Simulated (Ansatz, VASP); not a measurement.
# Cross-check of Al36Mo7S14 (MoS2 on Al(111)) between VASP and Ansatz

Wanted: the spread between two codes on one cell, functional and k mesh. The cell is taken from a series of runs on this material, whose earlier steps may have relaxed, scaled, displaced or heated it; both programs get it as it stands.

Method: plane waves, with VASP 6.6.1 beside it; single point at PBE with D3(BJ), in Ansatz 0.2.0.

## (1) Starting point

The cell holds 57 atoms: 36 Al, 7 Mo and 14 S. Cell: a = 8.413 Å, b = 8.413 Å, c = 28.077 Å, α = 90.0°, β = 90.0°, γ = 120.0°. 1 layer(s) of MoS2 at its own lattice constant on a slab of Al(111) strained in the plane by up to 1.8 % to a common cell of 61 A^2; gaps of 2.95 A as starting values, lowest layers held; (so at first; earlier steps may have moved the atoms), displaced by a Gaussian of 0.01 A. Lattice constants are starting values near those of PBE. Vacuum lies along c.

## (2) Ansatz: single point, PBE with D3(BJ), pair 1

Ansatz runs on its default PAW (the set named soft_2) files.

A single point gives forces, pressure and levels at one fixed geometry, so differences don't come from the geometry; what else differs is listed under the comparison.

The input, input.yaml:

```yaml
crystal:
  lattice:
    - [8.41349, 0.0, 0.0]
    - [-4.20674, 7.2863, 0.0]
    - [0.0, 0.0, 28.07749]
  atoms:
    - { symbol: Al, position: [0.11262, 0.22138, 0.26693] }
    - { symbol: Al, position: [0.99932, 0.00119, 0.34937] }
    - { symbol: Al, position: [0.22144, 0.1116, 0.43095] }
    - { symbol: Al, position: [0.11183, 0.22154, 0.51326] }
    - { symbol: Al, position: [0.11046, 0.55503, 0.26752] }
    - { symbol: Al, position: [0.99857, 0.3331, 0.34988] }
    - { symbol: Al, position: [0.22165, 0.44518, 0.43106] }
    - { symbol: Al, position: [0.10977, 0.55165, 0.51544] }
    - { symbol: Al, position: [0.11171, 0.88795, 0.26707] }
    - { symbol: Al, position: [0.9987, 0.6663, 0.35038] }
    - { symbol: Al, position: [0.22248, 0.7775, 0.43123] }
    - { symbol: Al, position: [0.10843, 0.88727, 0.51367] }
    - { symbol: Al, position: [0.44328, 0.22254, 0.26771] }
    - { symbol: Al, position: [0.33408, 0.99974, 0.34988] }
    - { symbol: Al, position: [0.55352, 0.10988, 0.43055] }
    - { symbol: Al, position: [0.44411, 0.22348, 0.51148] }
    - { symbol: Al, position: [0.44501, 0.5564, 0.26722] }
    - { symbol: Al, position: [0.33213, 0.33177, 0.35007] }
    - { symbol: Al, position: [0.55475, 0.4452, 0.43047] }
    - { symbol: Al, position: [0.44738, 0.55807, 0.5155] }
    - { symbol: Al, position: [0.44441, 0.89061, 0.2673] }
    - { symbol: Al, position: [0.33331, 0.66734, 0.35016] }
    - { symbol: Al, position: [0.5539, 0.7766, 0.4314] }
    - { symbol: Al, position: [0.44078, 0.88935, 0.51555] }
    - { symbol: Al, position: [0.77857, 0.22342, 0.26723] }
    - { symbol: Al, position: [0.66405, 0.99958, 0.35049] }
    - { symbol: Al, position: [0.88703, 0.10971, 0.43102] }
    - { symbol: Al, position: [0.77529, 0.22092, 0.51141] }
    - { symbol: Al, position: [0.7781, 0.55572, 0.26688] }
    - { symbol: Al, position: [0.6672, 0.3335, 0.35059] }
    - { symbol: Al, position: [0.88966, 0.44424, 0.43049] }
    - { symbol: Al, position: [0.77809, 0.55472, 0.51135] }
    - { symbol: Al, position: [0.7774, 0.88895, 0.2669] }
    - { symbol: Al, position: [0.66719, 0.66605, 0.35063] }
    - { symbol: Al, position: [0.88988, 0.77826, 0.43116] }
    - { symbol: Al, position: [0.77772, 0.89088, 0.5137] }
    - { symbol: Mo, position: [0.00053, 0.9989, 0.67233] }
    - { symbol: S, position: [0.23924, 0.18966, 0.72765] }
    - { symbol: S, position: [0.2355, 0.18893, 0.61539] }
    - { symbol: Mo, position: [0.42955, 0.14273, 0.67189] }
    - { symbol: S, position: [0.66724, 0.33229, 0.72733] }
    - { symbol: S, position: [0.66715, 0.33195, 0.61529] }
    - { symbol: Mo, position: [0.28456, 0.42651, 0.67205] }
    - { symbol: S, position: [0.52416, 0.61651, 0.72732] }
    - { symbol: S, position: [0.52183, 0.61495, 0.61577] }
    - { symbol: Mo, position: [0.14402, 0.71484, 0.67204] }
    - { symbol: S, position: [0.38299, 0.90498, 0.72734] }
    - { symbol: S, position: [0.38458, 0.90446, 0.6158] }
    - { symbol: Mo, position: [0.85681, 0.28414, 0.67188] }
    - { symbol: S, position: [0.09445, 0.47521, 0.72735] }
    - { symbol: S, position: [0.09492, 0.47715, 0.61576] }
    - { symbol: Mo, position: [0.71533, 0.56991, 0.67185] }
    - { symbol: S, position: [0.95248, 0.76028, 0.72764] }
    - { symbol: S, position: [0.95578, 0.76415, 0.61536] }
    - { symbol: Mo, position: [0.57297, 0.85536, 0.67206] }
    - { symbol: S, position: [0.80991, 0.04696, 0.72767] }
    - { symbol: S, position: [0.81044, 0.0435, 0.61537] }
kpoints:
  mp_grid: { grid: [3, 3, 1] }
hamiltonian:
  xc: pbe
  dispersion: d3bj
scf:
  occupations: { method: fermi_dirac, width: 0.1 }
output:
  forces: true
  eigenvalues: true
```

Run with:

```sh
> ansatz run input.yaml --threads 6 --pin off --max-ram 102400MiB --backend cuda --events-out ev --progress --plain --runs-dir out
```

Numbers of over 12 decimals in the logs are rounded to 6 here.

Log:

```text
Engine: ansatz 0.2.0, x86_64-unknown-linux-gnu
Pseudopotentials: kind: paw
Pseudopotential: Al, paw, valence charge 3, recommended cutoff 420 eV (normal), Al.paw.azcp
Pseudopotential: Mo, paw, valence charge 14, recommended cutoff 420 eV (normal), Mo.paw.azcp
Pseudopotential: S, paw, valence charge 6, recommended cutoff 420 eV (normal), S.paw.azcp
Functional definition: PBE
  parameter kappa = 0.804
  parameter beta = 0.066725
  exchange = pbe_x(kappa = kappa, mu = beta*pi^2/3)
  correlation = pbe_c(beta = beta)
device memory: the entry about to start is reckoned to put 20.2 GiB on a device that reports 60.2 GiB free
GPU FFT provider: cuFFT
GPU libraries: cuBLAS 13.8.2, cuFFT 12.4.0, cuSOLVER 12.3.4
Crystal: 57 atoms, lattice volume = 1721.240 Å³
Basis set: ecut = 420 eV, 33519 PW (Γ), exchange–correlation on 120×120×384 points (8 copies of the dense FFT grid, shifted against one another)
Bands: 202, of which v1, the nominal top of the filled ones, is band 145 counted from 1 (144 counted from 0)
Symmetry: 1 space group operations
Space group: P1 (ITA 1), of the structure as read, at distance tolerance 1.2e-4 Å
k-points: 5 of 9 (time reversal used)
Non-local potential: Al, projectors of the file, l = 0: 2, l = 1: 2, l = 2: 1
Non-local potential: Mo, projectors of the file, l = 0: 3, l = 1: 2, l = 2: 2, l = 3: 1
Non-local potential: S, projectors of the file, l = 0: 2, l = 1: 2, l = 2: 2
PAW form: soft (Blöchl's): semilocal exchange-correlation on the pseudo side does not see the compensation charge
PAW one-centre angular grid: Al, 110 points (default); XC on 64 Gauss nodes
PAW one-centre angular grid: Mo, 590 points (default); XC on 64 Gauss nodes
PAW one-centre angular grid: S, 110 points (default); XC on 64 Gauss nodes
Initial density: superposition of atomic densities (neutral atoms: chi_scale 0, normalization atom), corrected by the library's trained network
Initial wavefunctions: pseudopotential atomic-orbital guess
GPU buffer pool allocated for 691200 grid points (all kernels)
GPU transforms: local potential and band sums: pruned to the plane-wave sphere, on 60×60×192
Functional: x = pbe(κ = 0.804, μ = 0.219515), c = pbe(β = 0.066725)
SCF iter   1: F=—  HF=-66701.939784 eV  |F-HF|=—  |Δ(HF+E_count)|=         —  Δρ=3.88e-3  dr2=3.24e0  ethr=1.77e-3  ⟨swp⟩=8.0  Hψ=5116  notcnv=0
preconditioner: auto → LDOS  [metal: Δε(μ)=0.316 eV  Ē_g=7.217 eV  σ=0.100 eV  W_gap=0.48  n_scr=252 (ndim 8)  ℏωp=13.7 eV  f_vac=0.400  D(μ)=25.17/eV (n_scr^D=122)  β→1.0]
SCF iter   2: F=—  HF=-66701.904543 eV  |F-HF|=—  |Δ(HF+E_count)|=   3.52e-2  Δρ=2.54e-3  dr2=1.05e0  ethr=1.12e-3  ⟨swp⟩=3.8  Hψ=1675  notcnv=0  defer=3
SCF iter   3: F=—  HF=-66701.869315 eV  |F-HF|=—  |Δ(HF+E_count)|=   3.52e-2  Δρ=2.13e-3  dr2=3.97e-1  ethr=3.61e-4  ⟨swp⟩=3.0  Hψ=1772  notcnv=0  defer=4
SCF iter   4: F=—  HF=-66701.824987 eV  |F-HF|=—  |Δ(HF+E_count)|=   4.43e-2  Δρ=5.34e-4  dr2=3.87e-2  ethr=1.37e-4  ⟨swp⟩=1.8  Hψ=1154  notcnv=0  defer=1
SCF iter   5: F=—  HF=-66701.822943 eV  |F-HF|=—  |Δ(HF+E_count)|=   2.04e-3  Δρ=1.05e-4  dr2=3.17e-3  ethr=1.33e-5  ⟨swp⟩=2.0  Hψ=1244  notcnv=0  defer=3
SCF iter   6: F=—  HF=-66701.823126 eV  |F-HF|=—  |Δ(HF+E_count)|=   1.84e-4  Δρ=4.29e-5  dr2=3.23e-4  ethr=1.09e-6  ⟨swp⟩=2.0  Hψ=1158  notcnv=0  defer=3
SCF iter   7: F=—  HF=-66701.823068 eV  |F-HF|=—  |Δ(HF+E_count)|=   5.85e-5  Δρ=2.51e-5  dr2=4.79e-5  ethr=1.11e-7  ⟨swp⟩=2.0  Hψ=1514  notcnv=0  defer=3
SCF iter   8: F=—  HF=-66701.823497 eV  |F-HF|=—  |Δ(HF+E_count)|=   4.29e-4  Δρ=1.26e-5  dr2=9.39e-6  ethr=1.65e-8  ⟨swp⟩=2.0  Hψ=1586  notcnv=0  defer=3
SCF iter   9: F=—  HF=-66701.823496 eV  |F-HF|=—  |Δ(HF+E_count)|=   8.75e-7  Δρ=5.00e-6  dr2=1.35e-6  ethr=3.24e-9  ⟨swp⟩=2.6  Hψ=1999  notcnv=0  defer=3
SCF iter  10: F=—  HF=-66701.823496 eV  |F-HF|=—  |Δ(HF+E_count)|=   4.51e-8  Δρ=1.63e-6  dr2=1.77e-7  ethr=4.64e-10  ⟨swp⟩=2.0  Hψ=1480  notcnv=0  defer=3
SCF iter  11: F=-66701.823496 eV  HF=-66701.823496 eV  |F-HF|=1.56e-8  |Δ(HF+E_count)|=   7.23e-8  Δρ=5.82e-7  dr2=3.93e-8  ethr=3.45e-11  ⟨swp⟩=16.6  Hψ=4281  notcnv=0
SCF 1 converged in 11 iterations: F = -66701.823496 eV  dr2 = 3.93e-8
  greatest PAW one-centre occupation: 0.998 electrons in one spin orbital (limit 2), on the Mo atom at site 36 (counted from 0), in its partial waves of l = 0
SCF converged after 11 iterations
Free energy (F): -66701.823496 eV
Harris-Foulkes:  -66701.823496 eV  (|F-HF|=1.56e-8)
Internal energy: -66700.989970 eV  (E = F + TS)
E sigma→0 (E₀):  -66701.406733 eV
Entropy (-TS):   -0.833526 eV (-14.623 meV/atom)
Fermi energy:    3.523149 eV
--- Per-component energies (eV) ---
  E_band       = -2678.486015
  E_kinetic    = 5408.082839
  E_local      = -171403.148075  (includes V_loc(G=0)·N_el)
  E_nonlocal   = 1772.582244
  E_hartree    = 83310.282483
  E_xc         = -4074.041233
  E_vxc        = -3869.386825  (∫ρ·V_xc dr)
[...]
atom  39  S      0.08929565     0.01455916     0.13302593
  atom  40  Mo    -0.02314038    -0.02429469    -0.26630333
  atom  41  S      0.00065714     0.00313023     0.00030407
  atom  42  S     -0.00587345     0.01752597     0.09817222
  atom  43  Mo     0.00056143     0.02168417    -0.22411952
  atom  44  S     -0.01457318     0.00740160     0.00446530
  atom  45  S      0.02843276     0.04296113    -0.01002273
  atom  46  Mo     0.02557910    -0.02548597    -0.22245718
  atom  47  S     -0.00506759    -0.02786474    -0.00043319
  atom  48  S     -0.05094029    -0.01480793    -0.01244491
  atom  49  Mo     0.02831612    -0.03231591    -0.26438333
  atom  50  S      0.01829731     0.02177651    -0.00356589
  atom  51  S      0.02886379    -0.01684709    -0.00521544
  atom  52  Mo    -0.00722178     0.03365844    -0.26651216
  atom  53  S      0.01389376     0.00806650    -0.03011288
  atom  54  S     -0.03247402    -0.09009084     0.13230267
  atom  55  Mo    -0.02719582    -0.00403959    -0.22662818
  atom  56  S      0.00790245    -0.01837920    -0.03414238
  atom  57  S     -0.05835435     0.08295792     0.13582836
  max |Σ_I F_I| component: 9.65e-5 eV/Å
--- Band table (eV; the first three rows and the last of 5) ---
  k-point 0: bands = [... 141 lower, 2.8067, 3.0979, 3.1045, 3.1148, 3.1239, 3.1303, 3.1542, 3.5605, ... 53 higher]
  k-point 1: bands = [... 141 lower, 2.8820, 3.2287, 3.2405, 3.5508, 3.5688, 3.5802, 3.5872, 3.6946, ... 53 higher]
  k-point 2: bands = [... 141 lower, 2.8778, 3.2274, 3.2431, 3.5469, 3.5691, 3.5827, 3.5889, 3.6935, ... 53 higher]
  k-point 4: bands = [... 141 lower, 2.8754, 3.2254, 3.2438, 3.5437, 3.5707, 3.5803, 3.5908, 3.6929, ... 53 higher]
```

## (3) VASP: single point, PBE with D3(BJ), pair 1

The same cell, functional, mesh and smearing now go to VASP, with its own data sets.

Lines of VASP's logs that name or quote its potential files are left out, and so is its time.

The input, INCAR:

```
SYSTEM = Al36Mo7S14
PREC = Accurate
ENCUT = 400
EDIFF = 1E-06
NELM = 120
ISMEAR = -1
SIGMA = 0.1
LREAL = Auto
ALGO = Normal
GGA = PE
IVDW = 12
NBANDS = 184
LASPH = .TRUE.
LORBIT = 11
LWAVE = .FALSE.
LCHARG = .FALSE.
ISIF = 2
GGA_COMPAT = .FALSE.
KPAR = 4
```

The input, POSCAR:

```
Al36Mo7S14
1.0
    8.4134900000      0.0000000000      0.0000000000
   -4.2067400000      7.2863000000      0.0000000000
    0.0000000000      0.0000000000     28.0774900000
Al Mo S
36 7 14
Direct
    0.1126200000      0.2213800000      0.2669300000
    0.9993200000      0.0011900000      0.3493700000
    0.2214400000      0.1116000000      0.4309500000
    0.1118300000      0.2215400000      0.5132600000
    0.1104600000      0.5550300000      0.2675200000
    0.9985700000      0.3331000000      0.3498800000
    0.2216500000      0.4451800000      0.4310600000
    0.1097700000      0.5516500000      0.5154400000
    0.1117100000      0.8879500000      0.2670700000
    0.9987000000      0.6663000000      0.3503800000
    0.2224800000      0.7775000000      0.4312300000
    0.1084300000      0.8872700000      0.5136700000
    0.4432800000      0.2225400000      0.2677100000
    0.3340800000      0.9997400000      0.3498800000
    0.5535200000      0.1098800000      0.4305500000
    0.4441100000      0.2234800000      0.5114800000
    0.4450100000      0.5564000000      0.2672200000
    0.3321300000      0.3317700000      0.3500700000
    0.5547500000      0.4452000000      0.4304700000
    0.4473800000      0.5580700000      0.5155000000
    0.4444100000      0.8906100000      0.2673000000
    0.3333100000      0.6673400000      0.3501600000
    0.5539000000      0.7766000000      0.4314000000
    0.4407800000      0.8893500000      0.5155500000
    0.7785700000      0.2234200000      0.2672300000
    0.6640500000      0.9995800000      0.3504900000
    0.8870300000      0.1097100000      0.4310200000
    0.7752900000      0.2209200000      0.5114100000
    0.7781000000      0.5557200000      0.2668800000
    0.6672000000      0.3335000000      0.3505900000
    0.8896600000      0.4442400000      0.4304900000
    0.7780900000      0.5547200000      0.5113500000
    0.7774000000      0.8889500000      0.2669000000
    0.6671900000      0.6660500000      0.3506300000
    0.8898800000      0.7782600000      0.4311600000
    0.7777200000      0.8908800000      0.5137000000
    0.0005300000      0.9989000000      0.6723300000
    0.4295500000      0.1427300000      0.6718900000
    0.2845600000      0.4265100000      0.6720500000
    0.1440200000      0.7148400000      0.6720400000
    0.8568100000      0.2841400000      0.6718800000
    0.7153300000      0.5699100000      0.6718500000
    0.5729700000      0.8553600000      0.6720600000
    0.2392400000      0.1896600000      0.7276500000
    0.2355000000      0.1889300000      0.6153900000
    0.6672400000      0.3322900000      0.7273300000
    0.6671500000      0.3319500000      0.6152900000
    0.5241600000      0.6165100000      0.7273200000
    0.5218300000      0.6149500000      0.6157700000
    0.3829900000      0.9049800000      0.7273400000
    0.3845800000      0.9044600000      0.6158000000
    0.0944500000      0.4752100000      0.7273500000
    0.0949200000      0.4771500000      0.6157600000
    0.9524800000      0.7602800000      0.7276400000
    0.9557800000      0.7641500000      0.6153600000
    0.8099100000      0.0469600000      0.7276700000
    0.8104400000      0.0435000000      0.6153700000
```

The input, KPOINTS:

```
Automatic mesh
0
Gamma
3 3 1
0 0 0
```

PAW data sets: Al, Mo_sv and S (PBE family, release 64).

Run with:

```sh
> mpirun -np 8 vasp_std
```

Log:

```text
[banner, memory and clock lines left out]
running    8 mpi-ranks, on    1 nodes
[...]
|                                                                             |
|           W    W    AA    RRRRR   N    N  II  N    N   GGGG   !!!           |
|           W    W   A  A   R    R  NN   N  II  NN   N  G    G  !!!           |
|           W    W  A    A  R    R  N N  N  II  N N  N  G       !!!           |
|           W WW W  AAAAAA  RRRRR   N  N N  II  N  N N  G  GGG   !            |
|           WW  WW  A    A  R   R   N   NN  II  N   NN  G    G                |
|           W    W  A    A  R    R  N    N  II  N    N   GGGG   !!!           |
|                                                                             |
|     For optimal performance we recommend to set                             |
|       NCORE = 2 up to number-of-cores-per-socket                            |
|     NCORE specifies how many cores store one orbital (NPAR=cpu/NCORE).      |
|     This setting can greatly improve the performance of VASP for DFT.       |
|     The default, NCORE=1 might be grossly inefficient on modern             |
|     multi-core architectures or massively parallel machines. Do your        |
|     Unfortunately you need to use the default for GW and RPA                |
|     calculations (for HF NCORE is supported but not extensively tested      |
|     yet).                                                                   |
|                                                                             |

 LDA part: xc-table for (Slater+PW92), standard interpolation
 POSCAR, INCAR and KPOINTS ok, starting setup
[...]
entering main loop
       N       E                     dE             d eps       ncg     rms          rms(c)
DAV:   1     0.168139759823E+04    0.16814E+04   -0.11332E+05  2032   0.105E+03
DAV:   2    -0.130299231029E+03   -0.18117E+04   -0.17421E+04  2256   0.257E+02
DAV:   3    -0.292536213151E+03   -0.16224E+03   -0.15445E+03  2400   0.693E+01
DAV:   4    -0.300121175783E+03   -0.75850E+01   -0.75153E+01  2456   0.148E+01
[...]
DAV:  34    -0.281193584597E+03   -0.20969E-05   -0.85186E-08  1216   0.407E-04    0.326E-04
DAV:  35    -0.281193585614E+03   -0.10171E-05   -0.43632E-08  1072   0.312E-04    0.296E-04
DAV:  36    -0.281193586373E+03   -0.75974E-06   -0.53172E-08  1168   0.218E-04
   1 F= -.29980119E+03 E0= -.29938528E+03  d E =-.831826E+00
```

From OUTCAR (step 3):

```text
 Edisp (eV)  -18.60761

  Total      -9.90437    -9.96865    -7.74686     0.03116    -0.05021     0.08658
  in kB      -9.21926    -9.27909    -7.21099     0.02901    -0.04674     0.08059
  external pressure =       -8.57 kB  Pullay stress =        0.00 kB

 POSITION                                       TOTAL-FORCE (eV/Angst)
 -----------------------------------------------------------------------------------
      0.01624      1.61304      7.49472        -0.081500      0.023991      0.005333
      8.40276      0.00867      9.80943         0.015702     -0.064368      0.043295
      1.39361      0.81315     12.09999        -0.009553     -0.024453     -0.045020
      0.00892      1.61421     14.41105        -0.003494      0.024574      0.131004
     -1.40551      4.04412      7.51129         0.056627     -0.000058     -0.001250
      7.00019      2.42707      9.82375         0.075905      0.017766      0.009676
     -0.00791      3.24372     12.10308         0.008967     -0.006580      0.006432
     -1.39710      4.01949     14.47226         0.003196      0.024839      0.185017
     -2.79550      6.46987      7.49866        -0.052029     -0.005964      0.020224
      5.59960      4.85486      9.83779         0.048864      0.065417     -0.053805
     -1.39891      5.66510     12.10786        -0.011615      0.000068      0.007148
     -2.82024      6.46492     14.42256         0.023371     -0.010394      0.128064
      2.79336      1.62149      7.51662         0.059102      0.022350     -0.026270
     -1.39487      7.28441      9.82375        -0.091456     -0.036286      0.042000
[...]
-----------------------------------------------------------------------------------
    total drift:                               -0.001396      0.002633      0.001152

  FREE ENERGIE OF THE ION-ELECTRON SYSTEM (eV)
  ---------------------------------------------------
  free  energy   TOTEN  =      -299.8011931529 eV

  energy  without entropy=     -298.9693667921  energy(sigma->0) =     -299.38527997

[... 1 further part left out ...]
```

## (4) Side by side

Known differences besides the potentials themselves: the cutoff is 420 eV in Ansatz and 400 eV in VASP (PREC = Accurate, projectors in real space). Total energies have different zeros and are not compared.

Forces on 10 of the 57 atoms, those with the largest forces and the largest differences (eV/Å; atoms numbered as in POSCAR):

```
atom          Ansatz x, y, z            VASP x, y, z
Mo37    0.004, 0.002, -0.235    0.004, 0.002, -0.231
Mo38  -0.023, -0.024, -0.266  -0.023, -0.024, -0.260
Mo39    0.001, 0.022, -0.224    0.001, 0.022, -0.219
Mo40   0.026, -0.025, -0.222   0.025, -0.026, -0.217
Mo41   0.028, -0.032, -0.264   0.027, -0.031, -0.258
Mo42   -0.007, 0.034, -0.267   -0.008, 0.033, -0.260
Mo43  -0.027, -0.004, -0.227  -0.027, -0.004, -0.221
 S47    -0.006, 0.018, 0.098    -0.006, 0.017, 0.109
 S55   -0.032, -0.090, 0.132   -0.033, -0.090, 0.143
 S57    -0.058, 0.083, 0.136    -0.058, 0.084, 0.146
```

The forces differ by 3.3 meV/Å r.m.s., which is 4.6 % of the r.m.s. force of 0.073 eV/Å (both taken over all components). With vacuum in the cell, a pressure given here is an average over mostly empty space and none of the material.

[end of part 1 of 3]

[Lines on the potential files, build, host, timing and source positions are cut from VASP's logs without a mark.]

[Logs are printed without paths, hosts, clocks, repeated set-up lines and the standing remarks that a program may print on its own settings, such as how far it seeks lower states.]

[Hosts, paths, dates, database ids (printed as entryN), source tags and the programs' standing remarks are cut or masked in the printed files.]
